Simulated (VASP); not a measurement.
Here is the system:

```xyz
1
Lattice="0.0000 2.4245 2.4245 2.4245 0.0000 2.4245 2.4245 2.4245 0.0000" Properties=species:S:1:pos:R:3 pbc="T T T"
Pb     0.0000     0.0000     0.0000
```

Calculation: PBE GGA with D3 dispersion (Becke-Johnson damping), VASP's PBE PAW potentials (set 64) (plane waves; VASP). Run with 520 eV cut-off, 13×13×13 Γ-centred mesh, first-order Methfessel-Paxton smearing of 0.10 eV, potentials Pb_d.

Q: Give the stress tensor in GPa (positive for a compressed cell).

A: 
```
3.38  0.00  0.00
0.00  3.38  0.00
0.00  0.00  3.38
```
The pressure is its mean diagonal, 3.38 GPa.

The compound is Pb in the fcc structure. This cell is one point of a volume scan, at 0.94 of the reference volume.
